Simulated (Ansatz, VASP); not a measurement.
# Cross-check of NiO2 between VASP and Ansatz, part 2 of 2

One calculation is typed for both programs; each brings its own data sets. How far apart do they land? The structure shown is the start of the Ansatz relaxation below; VASP solves that cell, so the two are compared at the walk's first step.

VASP 6.6.1 and Ansatz 0.2.0.

So far: Set-up; Ansatz: relaxation, PBEsol; VASP: single point, PBEsol, start cell, pair 1.

## Step 4: Comparison

Known differences besides the potentials themselves: Ansatz cuts the interaction across the vacuum, VASP repeats the sheet with a dipole correction; the data sets hold 30 valence electrons in Ansatz (on its default PAW (the set named soft_2) files) and 22 in VASP; the cutoff is 420 eV in Ansatz and 520 eV in VASP; Ansatz makes its cores anew for this functional, VASP keeps those of its PBE data sets. Total energies have different zeros and are not compared.

Forces (eV/Å; atoms numbered as in POSCAR):

```tsv
atom	Ansatz x, y, z	VASP x, y, z
Ni1	0.000, 0.000, 0.000	0.000, 0.000, 0.000
O2	0.000, 0.000, 0.000	0.000, 0.000, 0.065
O3	0.000, 0.000, 0.000	0.000, 0.000, -0.065
```

The forces differ by 31 meV/Å r.m.s., where the r.m.s. force is 0.000 eV/Å in Ansatz and 0.031 eV/Å in VASP: the atoms lie near their places of rest in Ansatz, so a percentage would say little (all taken over all components). With vacuum in the cell, a pressure given here is an average over mostly empty space and none of the material.

## Step 5: Ansatz: relaxation, PBEsol

The two programs are compared at the cell with which this relaxation starts, whose forces are those of its first step.

The structure compared here is the start of the Ansatz relaxation; VASP solves that cell, so the two are compared at the walk's first step.

File input.yaml:

```yaml
crystal:
  lattice:
    - [2.97, 0.0, 0.0]
    - [-1.485, 2.5721, 0.0]
    - [0.0, 0.0, 20.0]
  atoms:
    - { symbol: Ni, position: [0.0, 0.0, 0.5] }
    - { symbol: O, position: [0.333333, 0.666667, 0.55635] }
    - { symbol: O, position: [0.666667, 0.333333, 0.44365] }
  periodic: [true, true, false]
kpoints:
  mp_grid: { grid: [9, 9, 1] }
hamiltonian:
  xc: pbesol
scf:
  occupations: { method: gaussian, width: 0.1 }
output:
  forces: true
  stress: true
  eigenvalues: true
relax:
  adjacent_minimum: "off"
  f_tol: 0.05
  max_steps: 80
  cell: { stress_2d_tol: 0.02 }
```

Run with:

```
$ ansatz run input.yaml --threads 8 --pin off --max-ram 14336MiB --backend cpu --events-out ev --progress --plain --runs-dir out
```

Numbers of over 12 decimals in the logs are rounded to 6 here.

The log of the run:

```text
[...]
--- Band table (eV; the first three rows and the last of 12) ---
[...]
--- Relaxed structure (7 steps of the walk, 7 accepted, 2 SCFs on fresh bases) ---
[...]
cell:  # Å, volume = 189.9414 Å³
    - [2.783491, 0, 0]
    - [-1.391746, 2.410574, 0]
    - [0, 0, 28.308]
  atoms:
    - { symbol: Ni, position: [0, 0, 0.353257] }
    - { symbol: O, position: [0.333333, 0.666667, 0.386228] }
    - { symbol: O, position: [0.666667, 0.333333, 0.320286] }
[key lines of the parts left out:]
SCF converged after 7 iterations
Free energy (F): -6923.836873 eV
Fermi energy:    -7.369833 eV
P = ½ c Tr σ = -0.0075 N/m
```

## Step 6: VASP: single point, PBEsol, start cell, pair 2

The same cell, functional, mesh and smearing now go to VASP, with its own data sets.

File INCAR:

```
SYSTEM = NiO2
PREC = Accurate
ENCUT = 520
EDIFF = 1E-06
NELM = 120
ISMEAR = 0
SIGMA = 0.1
LREAL = .FALSE.
ALGO = Normal
GGA = PS
NBANDS = 17
LASPH = .TRUE.
LORBIT = 11
LWAVE = .FALSE.
LCHARG = .FALSE.
ISIF = 2
LDIPOL = .TRUE.
IDIPOL = 3
DIPOL = 0.5 0.5 0.353
LVHAR = .TRUE.
GGA_COMPAT = .FALSE.
EFERMI = MIDGAP
NELMDL = -8
```

File POSCAR:

```
NiO2
1.0
    2.9700030000      0.0000000000      0.0000000000
   -1.4850010000      2.5720980000      0.0000000000
    0.0000000000      0.0000000000     28.3080000000
Ni O
1 2
Direct
    0.0000000000      0.0000000000      0.3532570298
    0.3333332211      0.6666666667      0.3930690971
    0.6666664422      0.3333333333      0.3134449626
```

File KPOINTS:

```
Automatic mesh
0
Gamma
9 9 1
0 0 0
```

PAW data sets: Ni and O (PBE family, release 64).

Run with:

```
$ mpirun -np 1 vasp_std
```

The log of the run:

```text
[banner, memory and clock lines left out]
running    1 mpi-ranks, on    1 nodes
[...]
[... a notice as in an earlier step ...]

 LDA part: xc-table for (Slater+PW92), standard interpolation
 POSCAR, INCAR and KPOINTS ok, starting setup
[...]
entering main loop
       N       E                     dE             d eps       ncg     rms          rms(c)
DAV:   1     0.190079411453E+03    0.19008E+03   -0.83354E+03   408   0.996E+02
DAV:   2     0.760087622266E+01   -0.18248E+03   -0.17074E+03   592   0.242E+02
DAV:   3    -0.247624778712E+02   -0.32363E+02   -0.31629E+02   481   0.115E+02
DAV:   4    -0.256994749688E+02   -0.93700E+00   -0.93468E+00   546   0.255E+01
[...]
DAV:  22    -0.174558206551E+02   -0.47253E-05   -0.37523E-07   406   0.143E-02    0.263E-03
DAV:  23    -0.174558229638E+02   -0.23087E-05   -0.21382E-07   382   0.890E-03    0.752E-04
DAV:  24    -0.174558237916E+02   -0.82787E-06   -0.32249E-08   374   0.247E-03
   1 F= -.17455824E+02 E0= -.17455824E+02  d E =-.132439E-12
```

From OUTCAR (step 6):

```text
  Total       -7.4403514     -7.4403511     -7.5763301     -0.0000014     -0.0000000      0.0000000
  in kB      -55.1252334    -55.1252313    -56.1326934     -0.0000107     -0.0000000      0.0000000
  external PRESSURE =     -55.4610527 kB  Pullay stress =       0.0000000 kB

 POSITION                                       TOTAL-FORCE (eV/Angst)
 -----------------------------------------------------------------------------------
      0.00000      0.00000     10.00000        -0.000000      0.000000     -0.000000
     -0.00000      1.71473     11.12700         0.000000      0.000000     -3.340264
      1.48500      0.85737      8.87300        -0.000000      0.000000      3.340264
 -----------------------------------------------------------------------------------
    total drift:                                0.001148     -0.000000     -0.000125

  FREE ENERGIE OF THE ION-ELECTRON SYSTEM (eV)
  ---------------------------------------------------
  free  energy   TOTEN  =       -17.4558237916 eV

  energy  without entropy=      -17.4558237916  energy(sigma->0) =      -17.45582379

[... 3 further parts left out ...]
[key lines of the parts left out:]
E-fermi :  -6.5644
```

The run ends at a pressure of -5.55 GPa, with forces up to 3.3 eV/Å.

## Step 7: Side by side

What differs besides the data sets and the points named for the pairs above, as far as they apply: the data sets hold 30 valence electrons in Ansatz (on its default PAW (the set named soft_2) files) and 22 in VASP; Ansatz takes its cutoff from its data sets, VASP runs at 520 eV. Total energies have different zeros and are not compared.

Forces (eV/Å; atoms numbered as in POSCAR):

```tsv
atom	Ansatz x, y, z	VASP x, y, z
Ni1	0.000, 0.000, 0.000	0.000, 0.000, 0.000
O2	0.000, 0.000, -3.404	0.000, 0.000, -3.340
O3	0.000, 0.000, 3.404	0.000, 0.000, 3.340
```

The forces differ by 30 meV/Å r.m.s., which is 1.9 % of the r.m.s. force of 1.575 eV/Å (both taken over all components). With vacuum in the cell, a pressure given here is an average over mostly empty space and none of the material.

## Step 8: Results

- r.m.s. force difference (single point, PBEsol, start cell, pair 1): 31 meV/Å
- r.m.s. force difference (single point, PBEsol, start cell, pair 2): 1.9 % of the r.m.s. force

**Reading.** The r.m.s. force difference is 31 meV/Å (single point, PBEsol, start cell, pair 1), beyond the 12 meV/Å picked in this series as the mark of a large difference. The data sets hold unlike numbers of valence electrons (30 in Ansatz and 22 in VASP), so part of the differences comes from the potentials. What causes the difference of the single point, PBEsol, start cell, pair 1 pair stays open here. 2 further runs of this series are not shown here. Such differences can come from data sets, numerical settings and the points named under the comparisons, not from the functional's error against experiment.

[Lines on the potential files, build, host, timing and source positions are cut from VASP's logs without a mark.]

[Logs are printed without paths, hosts, clocks, repeated set-up lines and the standing remarks that a program may print on its own settings, such as how far it seeks lower states.]

[Hosts, paths, dates, database ids (printed as entryN), source tags and the programs' standing remarks are cut or masked in the printed files.]
